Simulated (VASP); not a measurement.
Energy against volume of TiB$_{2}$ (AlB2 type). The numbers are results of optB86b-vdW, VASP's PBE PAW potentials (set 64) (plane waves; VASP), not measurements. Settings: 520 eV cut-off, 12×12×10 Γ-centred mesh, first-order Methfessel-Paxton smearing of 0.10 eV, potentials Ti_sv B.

Shape and ions are relaxed at each volume.

```csv
V (Å³/atom),E (eV/atom)
7.998,-6.80836
8.253,-6.82904
8.508,-6.83567
8.764,-6.83014
```

Fit these four points and predict the energy of the run at 9.019 Å³/atom.

A cubic in V^(−2/3), the third-order Birch-Murnaghan form, passes through the four points with V0 = 8.51 Å³/atom and B0 = 253 GPa, and gives -6.8142 eV/atom there. The run gave -6.8141 eV/atom, +0.0 meV/atom from the fit; all five points give B0 = 253 GPa.

The compound is TiB2 in the AlB2 type structure. It was relaxed first.
